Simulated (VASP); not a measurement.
Consider the following.

```xyz
2
Lattice="0.0000 3.0246 3.0246 3.0246 0.0000 3.0246 3.0246 3.0246 0.0000" Properties=species:S:1:pos:R:3 pbc="T T T"
Ga     0.0000     0.0000     0.0000
Sb     1.5123     1.5123     1.5123
```

All values below come from TPSS meta-GGA, VASP's PBE PAW potentials (set 64) (plane waves; VASP 6.6.1). Settings: 520 eV cut-off, 10×10×10 Γ-centred mesh, first-order Methfessel-Paxton smearing of 0.10 eV, potentials Ga_d Sb.

Unless said otherwise, spin-orbit coupling is left out, though it shifts the bands of the heavy elements here.

**Question.** Predict the energy per atom (σ→0), pressure, band gap (on the k-mesh) with the smallest direct gap where there is one.

**Answer.** 
```
Property                                      Result
-----------------------------------  ---------------
band gap (on the k-mesh)                     0.41 eV
smallest direct gap (on the k-mesh)          0.41 eV
energy per atom (σ→0)                -11578 meV/atom
pressure                                    3.27 GPa
```

The compound is GaSb in the zinc blende structure. This cell is one point of a volume scan, at 0.94 of the reference volume.
